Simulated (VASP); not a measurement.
# Quasi-harmonic expansion of Cu (Copper) (Fm-3m)

Aim: the thermal expansion and heat capacity of Cu (Copper) from phonons at several volumes. The start is a cell from a database of measured crystal structures.

Program: VASP 6.6.1. Level of theory: PBEsol; plane waves and PAW (Cu). Results are calculated unless marked as measured.

This is a report of a sequence of runs, with most program output left out.

### Step 1. The starting structure

It takes space group Fm-3m (No. 225, cubic). Conventional cell: a = 3.615 Å, b = 3.615 Å, c = 3.615 Å, α = 90.00°, β = 90.00°, γ = 90.00°. Cu has 12 Cu at 2.56 Å nearest.

Coordinates:

```
Cu
1.0
     0.00000    1.80750    1.80750
     1.80750    0.00000    1.80750
     1.80750    1.80750    0.00000
Cu
1
Cartesian
  0.0000 0.0000 0.0000
```

### Step 2. Relaxation

The series of volumes is laid round the static minimum, so the cell is relaxed first.

Contents of INCAR:

```
SYSTEM = Cu
PREC = Accurate
ENCUT = 400
EDIFF = 1E-07
NELM = 100
ISMEAR = 0
SIGMA = 0.05
LREAL = .FALSE.
ALGO = Normal
GGA = PS
NBANDS = 11
LASPH = .TRUE.
LORBIT = 11
LWAVE = .FALSE.
LCHARG = .FALSE.
KPAR = 16
IBRION = 2
NSW = 50
ISIF = 3
EDIFFG = -0.003
```

Contents of POSCAR:

```
Cu
1.0
    0.0000000000      1.8075000000      1.8075000000
    1.8075000000      0.0000000000      1.8075000000
    1.8075000000      1.8075000000      0.0000000000
Cu
1
Direct
    0.0000000000      0.0000000000      0.0000000000
```

Contents of KPOINTS:

```
Automatic mesh
0
Gamma
16 16 16
0 0 0
```

The projector-augmented-wave data sets are Cu (PBE family, release 64).

Started as:

```
$ mpirun -np 16 vasp_std
```

Wall time 3.4 s (16 MPI ranks of AMD EPYC 9R45, shared host); peak memory 1.7 GiB; 44 s of CPU time.

This run has no spin polarisation. Its electron count is odd, so without a moment it is a metal by construction. The PAW data sets were made with PBE, which is usual practice but a small mismatch for other functionals. The run keeps the 48 symmetry operations of its start, so it cannot find a distortion of lower symmetry.

Relaxation path:

| step | energy less that of the first step (eV) | largest force (eV/Å) | pressure (GPa) | volume (Å³) |
| --- | --- | --- | --- | --- |
| 1 | 0.0000 | 0.0000 | -6.51 | 11.81 |
| 2 | -0.0063 | 0.0000 | 4.83 | 11.01 |
| 3 | -0.0107 | 0.0000 | 0.01 | 11.31 |

| conventional cell, symmetrised | before | after | change |
| --- | --- | --- | --- |
| a (Å) | 3.615 | 3.563 | -1.4 % |
| b (Å) | 3.615 | 3.563 | -1.4 % |
| c (Å) | 3.615 | 3.563 | -1.4 % |
| volume (Å³/atom) | 11.81 | 11.31 | -4.2 % |

Final coordinates:

```xyz
1
Lattice="0.0000 1.7816 1.7816 1.7816 0.0000 1.7816 1.7816 1.7816 0.0000" Properties=species:S:1:pos:R:3 pbc="T T T"
Cu    0.0000    0.0000    0.0000
```

This step gave:

| Property | Result |
| --- | --- |
| SCF cycles | 28 |
| electrons | 11 |
| bands | 11 |
| irreducible k-points | 145 |
| symmetry operations | 48 |
| free energy (TOTEN) | -4.312 eV |
| energy at zero smearing | -4.312 eV |
| Fermi energy | 7.908 eV |
| pressure | 0.005008 GPa |
| metallic | yes |

### Step 3. Second relaxation

A second run rebuilds the plane-wave basis for the relaxed cell; where the first run showed a metal, it also takes Methfessel-Paxton smearing.

INCAR, as its differences from that of step 2:

```diff
@@ -5,4 +5,4 @@
 NELM = 100
-ISMEAR = 0
-SIGMA = 0.05
+ISMEAR = 1
+SIGMA = 0.15
 LREAL = .FALSE.
```

Contents of POSCAR:

```
Cu
1.0
    0.0000000000      1.7815819873      1.7815819873
    1.7815819873      0.0000000000      1.7815819873
    1.7815819873      1.7815819873      0.0000000000
Cu
1
Direct
    0.0000000000      0.0000000000      0.0000000000
```

KPOINTS is that of step 2.

Started as:

```
$ mpirun -np 16 vasp_std
```

It took 2 s on 16 MPI ranks; peak memory 1.5 GiB.

Little changed from the start: no atom moved by 0.005 Å and no cell edge by 0.1 %.

Numbers from this step:

- SCF cycles: 17
- free energy (TOTEN): -4.309 eV
- Fermi energy: 7.896 eV
- pressure: -0.04145 GPa

### Step 4. Static energy at fixed volume, volume scale 1

Each volume needs its static energy, with shape and atoms relaxed at that volume.

INCAR, as its differences from that of step 3:

```diff
@@ -3,3 +3,3 @@
 ENCUT = 400
-EDIFF = 1E-07
+EDIFF = 1E-08
 NELM = 100
@@ -17,4 +17,4 @@
 IBRION = 2
-NSW = 50
-ISIF = 3
-EDIFFG = -0.003
+NSW = 30
+ISIF = 4
+EDIFFG = -0.002
```

Contents of POSCAR:

```
Cu
1.0
    0.0000000000      1.7820127308      1.7820127308
    1.7820127308      0.0000000000      1.7820127308
    1.7820127308      1.7820127308      0.0000000000
Cu
1
Direct
    0.0000000000      0.0000000000      0.0000000000
```

KPOINTS is that of step 3.

Started as:

```
$ mpirun -np 16 vasp_std
```

Wall time 1.4 s (16 MPI ranks); peak memory 1.4 GiB.

Little changed from the start: no atom moved by 0.005 Å and no cell edge by 0.1 %.

This step gave:

```
SCF cycles : 12
pressure   : -0.04901 GPa
```

### Step 5. Force constants in the supercell, volume scale 1

System of this step: Cu (Copper). The cell holds 64 atoms: 64 Cu. Cell: a = 10.081 Å, b = 10.081 Å, c = 10.081 Å, α = 60.0°, β = 60.0°, γ = 60.0°. It derives from Cu (Copper), repeated 4×4×4.

Small displacements in a supercell give the force constants. They are interpolated to a mesh of wave vectors without the zone centre, which gives the lowest and highest frequency on that mesh and the vibrational free energy at this volume. The dipole term, which lifts longitudinal modes in polar crystals, is left out.

Contents of INCAR:

```
SYSTEM = Cu
PREC = Accurate
ENCUT = 400
EDIFF = 1E-07
NELM = 100
ISMEAR = 1
SIGMA = 0.15
LREAL = Auto
ALGO = Normal
GGA = PS
LASPH = .TRUE.
LWAVE = .FALSE.
LCHARG = .FALSE.
KPAR = 16
IBRION = 6
NSW = 1
NFREE = 2
POTIM = 0.015
ISIF = 0
ADDGRID = .TRUE.
```

Contents of POSCAR:

```
Cu
1.0
    0.0000000000      7.1280509232      7.1280509232
    7.1280509232      0.0000000000      7.1280509232
    7.1280509232      7.1280509232      0.0000000000
Cu
64
Direct
    0.0000000000      0.0000000000      0.0000000000
    0.0000000000      0.0000000000      0.2500000000
    0.0000000000      0.0000000000      0.5000000000
    0.0000000000      0.0000000000      0.7500000000
    0.0000000000      0.2500000000      0.0000000000
    0.0000000000      0.2500000000      0.2500000000
    0.0000000000      0.2500000000      0.5000000000
    0.0000000000      0.2500000000      0.7500000000
    0.0000000000      0.5000000000      0.0000000000
    0.0000000000      0.5000000000      0.2500000000
    0.0000000000      0.5000000000      0.5000000000
    0.0000000000      0.5000000000      0.7500000000
    0.0000000000      0.7500000000      0.0000000000
    0.0000000000      0.7500000000      0.2500000000
    0.0000000000      0.7500000000      0.5000000000
    0.0000000000      0.7500000000      0.7500000000
    0.2500000000      0.0000000000      0.0000000000
    0.2500000000      0.0000000000      0.2500000000
    0.2500000000      0.0000000000      0.5000000000
    0.2500000000      0.0000000000      0.7500000000
    0.2500000000      0.2500000000      0.0000000000
    0.2500000000      0.2500000000      0.2500000000
    0.2500000000      0.2500000000      0.5000000000
    0.2500000000      0.2500000000      0.7500000000
    0.2500000000      0.5000000000      0.0000000000
    0.2500000000      0.5000000000      0.2500000000
    0.2500000000      0.5000000000      0.5000000000
    0.2500000000      0.5000000000      0.7500000000
    0.2500000000      0.7500000000      0.0000000000
    0.2500000000      0.7500000000      0.2500000000
    0.2500000000      0.7500000000      0.5000000000
    0.2500000000      0.7500000000      0.7500000000
    0.5000000000      0.0000000000      0.0000000000
    0.5000000000      0.0000000000      0.2500000000
    0.5000000000      0.0000000000      0.5000000000
    0.5000000000      0.0000000000      0.7500000000
    0.5000000000      0.2500000000      0.0000000000
    0.5000000000      0.2500000000      0.2500000000
    0.5000000000      0.2500000000      0.5000000000
    0.5000000000      0.2500000000      0.7500000000
    0.5000000000      0.5000000000      0.0000000000
    0.5000000000      0.5000000000      0.2500000000
    0.5000000000      0.5000000000      0.5000000000
    0.5000000000      0.5000000000      0.7500000000
    0.5000000000      0.7500000000      0.0000000000
    0.5000000000      0.7500000000      0.2500000000
    0.5000000000      0.7500000000      0.5000000000
    0.5000000000      0.7500000000      0.7500000000
    0.7500000000      0.0000000000      0.0000000000
    0.7500000000      0.0000000000      0.2500000000
    0.7500000000      0.0000000000      0.5000000000
    0.7500000000      0.0000000000      0.7500000000
    0.7500000000      0.2500000000      0.0000000000
    0.7500000000      0.2500000000      0.2500000000
    0.7500000000      0.2500000000      0.5000000000
    0.7500000000      0.2500000000      0.7500000000
    0.7500000000      0.5000000000      0.0000000000
    0.7500000000      0.5000000000      0.2500000000
    0.7500000000      0.5000000000      0.5000000000
    0.7500000000      0.5000000000      0.7500000000
    0.7500000000      0.7500000000      0.0000000000
    0.7500000000      0.7500000000      0.2500000000
    0.7500000000      0.7500000000      0.5000000000
    0.7500000000      0.7500000000      0.7500000000
```

Contents of KPOINTS:

```
Automatic mesh
0
Gamma
4 4 4
0 0 0
```

Started as:

```
$ mpirun -np 16 vasp_std
```

The job ended after 21 min (16 MPI ranks; peak memory 51 GiB).

The last energy, forces, stress and levels in OUTCAR belong to the last displaced cell, not to the cell of POSCAR.

Numbers from this step:

```yaml
electrons: 704
bands: 422
irreducible_k_points: 8
lowest_frequency: 5.989 cm⁻¹
highest_frequency: 263.6 cm⁻¹
zero_point_energy: 32.39 meV/atom
free_energy_300: -15.57 meV/atom
```

Vibrational free energy against temperature:

| temperature (K) | vibrational free energy (meV/atom) |
| --- | --- |
| 0 | 32.4 |
| 40 | 32.3 |
| 120 | 27.1 |
| 160 | 20.9 |
| 240 | 2.47 |
| 280 | -9.21 |
| 360 | -36.5 |
| 400 | -51.9 |
| 480 | -85.6 |
| 520 | -104 |
| 600 | -142 |
| 640 | -163 |
| 720 | -205 |
| 760 | -227 |
| 840 | -273 |
| 880 | -297 |
| 960 | -346 |
| 1000 | -371 |
| 1080 | -422 |
| 1120 | -448 |
| 1200 | -501 |
| 1240 | -529 |

### Step 6. Static energy at fixed volume, volume scale 1.02

System of this step: Cu (Copper). The structure is cubic, space group Fm-3m (No. 225). The conventional cell has a = 3.588 Å, b = 3.588 Å, c = 3.588 Å, α = 90.00°, β = 90.00°, γ = 90.00°. Cu has 12 Cu at 2.54 Å nearest.

Contents of INCAR:

```
SYSTEM = Cu
PREC = Accurate
ENCUT = 400
EDIFF = 1E-08
NELM = 100
ISMEAR = 1
SIGMA = 0.15
LREAL = .FALSE.
ALGO = Normal
GGA = PS
NBANDS = 11
LASPH = .TRUE.
LORBIT = 11
LWAVE = .FALSE.
LCHARG = .FALSE.
KPAR = 16
IBRION = 2
NSW = 30
ISIF = 4
EDIFFG = -0.002
```

Contents of POSCAR:

```
Cu
1.0
    0.0000000000      1.7938144835      1.7938144835
    1.7938144835      0.0000000000      1.7938144835
    1.7938144835      1.7938144835      0.0000000000
Cu
1
Direct
    0.0000000000      0.0000000000      0.0000000000
```

Contents of KPOINTS:

```
Automatic mesh
0
Gamma
16 16 16
0 0 0
```

Started as:

```
$ mpirun -np 16 vasp_std
```

It took 2 s on 16 MPI ranks; peak memory 1.6 GiB.

Little changed from the start: no atom moved by 0.005 Å and no cell edge by 0.1 %.

### Step 7. Force constants in the supercell, volume scale 1.02

System of this step: Cu (Copper). The cell holds 64 atoms: 64 Cu. Its edges and angles: a = 10.147 Å, b = 10.147 Å, c = 10.147 Å, α = 60.0°, β = 60.0°, γ = 60.0°. It derives from Cu (Copper), repeated 4×4×4.

Contents of INCAR:

```
SYSTEM = Cu
PREC = Accurate
ENCUT = 400
EDIFF = 1E-07
NELM = 100
ISMEAR = 1
SIGMA = 0.15
LREAL = Auto
ALGO = Normal
GGA = PS
LASPH = .TRUE.
LWAVE = .FALSE.
LCHARG = .FALSE.
KPAR = 16
IBRION = 6
NSW = 1
NFREE = 2
POTIM = 0.015
ISIF = 0
ADDGRID = .TRUE.
```

Contents of POSCAR:

```
Cu
1.0
    0.0000000000      7.1752579340      7.1752579340
    7.1752579340      0.0000000000      7.1752579340
    7.1752579340      7.1752579340      0.0000000000
Cu
64
Direct
    0.0000000000      0.0000000000      0.0000000000
    0.0000000000      0.0000000000      0.2500000000
    0.0000000000      0.0000000000      0.5000000000
    0.0000000000      0.0000000000      0.7500000000
    0.0000000000      0.2500000000      0.0000000000
    0.0000000000      0.2500000000      0.2500000000
    0.0000000000      0.2500000000      0.5000000000
    0.0000000000      0.2500000000      0.7500000000
    0.0000000000      0.5000000000      0.0000000000
    0.0000000000      0.5000000000      0.2500000000
    0.0000000000      0.5000000000      0.5000000000
    0.0000000000      0.5000000000      0.7500000000
    0.0000000000      0.7500000000      0.0000000000
    0.0000000000      0.7500000000      0.2500000000
    0.0000000000      0.7500000000      0.5000000000
    0.0000000000      0.7500000000      0.7500000000
    0.2500000000      0.0000000000      0.0000000000
    0.2500000000      0.0000000000      0.2500000000
    0.2500000000      0.0000000000      0.5000000000
    0.2500000000      0.0000000000      0.7500000000
    0.2500000000      0.2500000000      0.0000000000
    0.2500000000      0.2500000000      0.2500000000
    0.2500000000      0.2500000000      0.5000000000
    0.2500000000      0.2500000000      0.7500000000
    0.2500000000      0.5000000000      0.0000000000
    0.2500000000      0.5000000000      0.2500000000
    0.2500000000      0.5000000000      0.5000000000
    0.2500000000      0.5000000000      0.7500000000
    0.2500000000      0.7500000000      0.0000000000
    0.2500000000      0.7500000000      0.2500000000
    0.2500000000      0.7500000000      0.5000000000
    0.2500000000      0.7500000000      0.7500000000
    0.5000000000      0.0000000000      0.0000000000
    0.5000000000      0.0000000000      0.2500000000
    0.5000000000      0.0000000000      0.5000000000
    0.5000000000      0.0000000000      0.7500000000
    0.5000000000      0.2500000000      0.0000000000
    0.5000000000      0.2500000000      0.2500000000
    0.5000000000      0.2500000000      0.5000000000
    0.5000000000      0.2500000000      0.7500000000
    0.5000000000      0.5000000000      0.0000000000
    0.5000000000      0.5000000000      0.2500000000
    0.5000000000      0.5000000000      0.5000000000
    0.5000000000      0.5000000000      0.7500000000
    0.5000000000      0.7500000000      0.0000000000
    0.5000000000      0.7500000000      0.2500000000
    0.5000000000      0.7500000000      0.5000000000
    0.5000000000      0.7500000000      0.7500000000
    0.7500000000      0.0000000000      0.0000000000
    0.7500000000      0.0000000000      0.2500000000
    0.7500000000      0.0000000000      0.5000000000
    0.7500000000      0.0000000000      0.7500000000
    0.7500000000      0.2500000000      0.0000000000
    0.7500000000      0.2500000000      0.2500000000
    0.7500000000      0.2500000000      0.5000000000
    0.7500000000      0.2500000000      0.7500000000
    0.7500000000      0.5000000000      0.0000000000
    0.7500000000      0.5000000000      0.2500000000
    0.7500000000      0.5000000000      0.5000000000
    0.7500000000      0.5000000000      0.7500000000
    0.7500000000      0.7500000000      0.0000000000
    0.7500000000      0.7500000000      0.2500000000
    0.7500000000      0.7500000000      0.5000000000
    0.7500000000      0.7500000000      0.7500000000
```

Contents of KPOINTS:

```
Automatic mesh
0
Gamma
4 4 4
0 0 0
```

Started as:

```
$ mpirun -np 16 vasp_std
```

The job ended after 20 min (16 MPI ranks; peak memory 51 GiB).

Vibrational free energy against temperature:

temperature (K), vibrational free energy (meV/atom) and a bar from the least value:
```
        0         31 ##############################
       40         31 ##############################
      120         25 ##############################
      160         19 #############################
      240         -1 ############################
      280        -13 ############################
      360        -41 ##########################
      400        -57 #########################
      480        -91 ########################
      520       -110 #######################
      600       -149 #####################
      640       -170 ###################
      720       -213 #################
      760       -236 ################
      840       -283 ##############
      880       -307 ############
      960       -356 ##########
     1000       -382 ########
     1080       -434 ######
     1120       -461 ####
     1200       -515 #
     1240       -543
```

### Step 8. Static energy at fixed volume, volume scale 1.04

System of this step: Cu (Copper). The structure is cubic, space group Fm-3m (No. 225). The conventional cell has a = 3.611 Å, b = 3.611 Å, c = 3.611 Å, α = 90.00°, β = 90.00°, γ = 90.00°. Nearest to Cu lie 12 Cu at 2.55 Å.

Contents of INCAR:

```
SYSTEM = Cu
PREC = Accurate
ENCUT = 400
EDIFF = 1E-08
NELM = 100
ISMEAR = 1
SIGMA = 0.15
LREAL = .FALSE.
ALGO = Normal
GGA = PS
NBANDS = 11
LASPH = .TRUE.
LORBIT = 11
LWAVE = .FALSE.
LCHARG = .FALSE.
KPAR = 16
IBRION = 2
NSW = 30
ISIF = 4
EDIFFG = -0.002
```

Contents of POSCAR:

```
Cu
1.0
    0.0000000000      1.8054629559      1.8054629559
    1.8054629559      0.0000000000      1.8054629559
    1.8054629559      1.8054629559      0.0000000000
Cu
1
Direct
    0.0000000000      0.0000000000      0.0000000000
```

Contents of KPOINTS:

```
Automatic mesh
0
Gamma
16 16 16
0 0 0
```

Started as:

```
$ mpirun -np 16 vasp_std
```

Elapsed: 1.8 s, on 16 MPI ranks; peak memory 1.6 GiB.

Little changed from the start: no atom moved by 0.005 Å and no cell edge by 0.1 %.

### Step 9. Force constants in the supercell, volume scale 1.04

System of this step: Cu (Copper). The cell holds 64 atoms: 64 Cu. Cell: a = 10.213 Å, b = 10.213 Å, c = 10.213 Å, α = 60.0°, β = 60.0°, γ = 60.0°. It derives from Cu (Copper), repeated 4×4×4.

Contents of INCAR:

```
SYSTEM = Cu
PREC = Accurate
ENCUT = 400
EDIFF = 1E-07
NELM = 100
ISMEAR = 1
SIGMA = 0.15
LREAL = Auto
ALGO = Normal
GGA = PS
LASPH = .TRUE.
LWAVE = .FALSE.
LCHARG = .FALSE.
KPAR = 16
IBRION = 6
NSW = 1
NFREE = 2
POTIM = 0.015
ISIF = 0
ADDGRID = .TRUE.
```

Contents of POSCAR:

```
Cu
1.0
    0.0000000000      7.2218518236      7.2218518236
    7.2218518236      0.0000000000      7.2218518236
    7.2218518236      7.2218518236      0.0000000000
Cu
64
Direct
    0.0000000000      0.0000000000      0.0000000000
    0.0000000000      0.0000000000      0.2500000000
    0.0000000000      0.0000000000      0.5000000000
    0.0000000000      0.0000000000      0.7500000000
    0.0000000000      0.2500000000      0.0000000000
    0.0000000000      0.2500000000      0.2500000000
    0.0000000000      0.2500000000      0.5000000000
    0.0000000000      0.2500000000      0.7500000000
    0.0000000000      0.5000000000      0.0000000000
    0.0000000000      0.5000000000      0.2500000000
    0.0000000000      0.5000000000      0.5000000000
    0.0000000000      0.5000000000      0.7500000000
    0.0000000000      0.7500000000      0.0000000000
    0.0000000000      0.7500000000      0.2500000000
    0.0000000000      0.7500000000      0.5000000000
    0.0000000000      0.7500000000      0.7500000000
    0.2500000000      0.0000000000      0.0000000000
    0.2500000000      0.0000000000      0.2500000000
    0.2500000000      0.0000000000      0.5000000000
    0.2500000000      0.0000000000      0.7500000000
    0.2500000000      0.2500000000      0.0000000000
    0.2500000000      0.2500000000      0.2500000000
    0.2500000000      0.2500000000      0.5000000000
    0.2500000000      0.2500000000      0.7500000000
    0.2500000000      0.5000000000      0.0000000000
    0.2500000000      0.5000000000      0.2500000000
    0.2500000000      0.5000000000      0.5000000000
    0.2500000000      0.5000000000      0.7500000000
    0.2500000000      0.7500000000      0.0000000000
    0.2500000000      0.7500000000      0.2500000000
    0.2500000000      0.7500000000      0.5000000000
    0.2500000000      0.7500000000      0.7500000000
    0.5000000000      0.0000000000      0.0000000000
    0.5000000000      0.0000000000      0.2500000000
    0.5000000000      0.0000000000      0.5000000000
    0.5000000000      0.0000000000      0.7500000000
    0.5000000000      0.2500000000      0.0000000000
    0.5000000000      0.2500000000      0.2500000000
    0.5000000000      0.2500000000      0.5000000000
    0.5000000000      0.2500000000      0.7500000000
    0.5000000000      0.5000000000      0.0000000000
    0.5000000000      0.5000000000      0.2500000000
    0.5000000000      0.5000000000      0.5000000000
    0.5000000000      0.5000000000      0.7500000000
    0.5000000000      0.7500000000      0.0000000000
    0.5000000000      0.7500000000      0.2500000000
    0.5000000000      0.7500000000      0.5000000000
    0.5000000000      0.7500000000      0.7500000000
    0.7500000000      0.0000000000      0.0000000000
    0.7500000000      0.0000000000      0.2500000000
    0.7500000000      0.0000000000      0.5000000000
    0.7500000000      0.0000000000      0.7500000000
    0.7500000000      0.2500000000      0.0000000000
    0.7500000000      0.2500000000      0.2500000000
    0.7500000000      0.2500000000      0.5000000000
    0.7500000000      0.2500000000      0.7500000000
    0.7500000000      0.5000000000      0.0000000000
    0.7500000000      0.5000000000      0.2500000000
    0.7500000000      0.5000000000      0.5000000000
    0.7500000000      0.5000000000      0.7500000000
    0.7500000000      0.7500000000      0.0000000000
    0.7500000000      0.7500000000      0.2500000000
    0.7500000000      0.7500000000      0.5000000000
    0.7500000000      0.7500000000      0.7500000000
```

Contents of KPOINTS:

```
Automatic mesh
0
Gamma
4 4 4
0 0 0
```

Started as:

```
$ mpirun -np 16 vasp_std
```

Wall time 20 min (16 MPI ranks); peak memory 52 GiB; 5.2 h of CPU time.

[end of part 1 of 3]

[Lines on the potential files, build, host, timing and source positions are cut from VASP's logs without a mark.]

[Logs are printed without paths, hosts, clocks, repeated set-up lines and the standing remarks that a program may print on its own settings, such as how far it seeks lower states.]

[Hosts, paths, dates, database ids (printed as entryN), source tags and the programs' standing remarks are cut or masked in the printed files.]

[In band tables of VASP the shares of atoms and orbitals are scaled to a sum of 1 inside the atoms' spheres.]
